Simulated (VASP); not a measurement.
OSZICAR of a VASP run on Os (hcp):

OSZICAR:
```
       N       E                     dE             d eps       ncg     rms          rms(c)
DAV:   1     0.107285644039E+03    0.10729E+03   -0.76897E+03  3240   0.128E+03
DAV:   2    -0.162346392006E+02   -0.12352E+03   -0.11171E+03  3396   0.406E+02
DAV:   3    -0.233981269151E+02   -0.71635E+01   -0.65983E+01  3940   0.802E+01
DAV:   4    -0.235841312574E+02   -0.18600E+00   -0.18454E+00  3488   0.133E+01
DAV:   5    -0.235862387055E+02   -0.21074E-02   -0.21071E-02  3768   0.114E+00    0.263E+01
DAV:   6    -0.225452566977E+02    0.10410E+01   -0.10423E+00  3500   0.955E+00    0.124E+01
DAV:   7    -0.222203851074E+02    0.32487E+00   -0.79341E-01  3692   0.820E+00    0.570E-01
DAV:   8    -0.222136898874E+02    0.66952E-02   -0.83571E-03  3312   0.787E-01    0.263E-01
DAV:   9    -0.222125178392E+02    0.11720E-02   -0.11108E-03  3524   0.402E-01    0.477E-02
DAV:  10    -0.222125422088E+02   -0.24370E-04   -0.29084E-05  3716   0.479E-02    0.126E-02
DAV:  11    -0.222125205216E+02    0.21687E-04   -0.43506E-06  3364   0.264E-02    0.111E-03
DAV:  12    -0.222125199050E+02    0.61664E-06   -0.92574E-08  2220   0.362E-03    0.122E-03
DAV:  13    -0.222125197928E+02    0.11213E-06   -0.98497E-09  1700   0.111E-03    0.217E-04
DAV:  14    -0.222125197447E+02    0.48132E-07   -0.41949E-09  1684   0.996E-04
   1 F= -.22212520E+02 E0= -.22212862E+02  d E =-.222125E+02
       N       E                     dE             d eps       ncg     rms          rms(c)
DAV:   1    -0.222200998745E+02   -0.75801E-02   -0.96624E-01  3296   0.867E+00    0.518E-01
DAV:   2    -0.222113472299E+02    0.87526E-02   -0.10924E-02  3920   0.141E+00    0.269E-01
DAV:   3    -0.222085346087E+02    0.28126E-02   -0.50115E-03  3580   0.617E-01    0.540E-02
DAV:   4    -0.222085502103E+02   -0.15602E-04   -0.33126E-04  3380   0.238E-01    0.250E-02
DAV:   5    -0.222085458757E+02    0.43346E-05   -0.40330E-06  3920   0.209E-02    0.853E-03
DAV:   6    -0.222085454196E+02    0.45610E-06   -0.31081E-07  3020   0.837E-03    0.145E-03
DAV:   7    -0.222085454195E+02    0.84697E-10   -0.28423E-08  1688   0.206E-03
   2 F= -.22208545E+02 E0= -.22208628E+02  d E =0.397433E-02
       N       E                     dE             d eps       ncg     rms          rms(c)
DAV:   1    -0.222189614804E+02   -0.10416E-01   -0.44014E-01  3308   0.587E+00    0.347E-01
DAV:   2    -0.222150630219E+02    0.38985E-02   -0.49006E-03  3900   0.941E-01    0.181E-01
DAV:   3    -0.222137934719E+02    0.12695E-02   -0.22953E-03  3604   0.417E-01    0.347E-02
DAV:   4    -0.222138003379E+02   -0.68660E-05   -0.15042E-04  3348   0.162E-01    0.176E-02
DAV:   5    -0.222137985599E+02    0.17780E-05   -0.20037E-06  3888   0.144E-02    0.582E-03
DAV:   6    -0.222137984111E+02    0.14878E-06   -0.17091E-07  2296   0.625E-03    0.109E-03
DAV:   7    -0.222137984144E+02   -0.32938E-08   -0.24756E-08  1660   0.217E-03
   3 F= -.22213798E+02 E0= -.22214081E+02  d E =-.127867E-02
```

Which electronic solver shows in the log?

It is blocked Davidson (ALGO = Normal, or the opening steps of other solvers). The INCAR had ALGO = Normal.

Can the final energy be trusted as converged?

The calculation finished and met its thresholds. It stopped with EDIFF = 1E-7, NELM = 100, NSW = 30 and EDIFFG = -0.01 after 3 ionic steps (PW91 GGA, plane waves, VASP's PBE PAW potentials (set 64)).

The compound is Os in the hcp structure. This cell is one point of a volume scan, at 0.94 of the reference volume. Symmetry was kept, so distortions that lower it aren't found.
